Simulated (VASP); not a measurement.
```
CELL_PARAMETERS angstrom
      2.78853     0.00000     0.00000
      0.00000     2.78853     0.00000
      0.00000     0.00000     2.78853
ATOMIC_POSITIONS crystal
  Ti 0.00000 0.00000 0.00000
  B  0.50000 0.50000 0.50000
```

Method: PBE GGA, VASP's PBE PAW potentials (set 64) (plane waves; VASP 6.6.1). Settings: 520 eV cut-off, Gaussian smearing of 0.050 eV, potentials Ti_sv B.

Task: Give the energies of bands 5 to 10 at the high-symmetry points, in eV from the Fermi level.

Result: 
```tsv
band	Γ	X	M	R
5	-11.00	-7.34	-7.13	-4.80
6	-1.68	-6.14	-2.74	-4.80
7	-1.68	-0.78	-2.74	-4.80
8	2.90	-0.43	-0.92	-1.96
9	2.90	-0.43	1.46	4.17
10	2.90	3.13	1.46	4.17
```

It has no gap at this level: it comes out as a metal or semimetal.

The structure was generated: TiB was put into the CsCl type type (Pm-3m), which need not be its known phase. It was relaxed first, which changed the volume by -32 %. The electron count is odd and the run is not spin-polarised, which forces a metal.
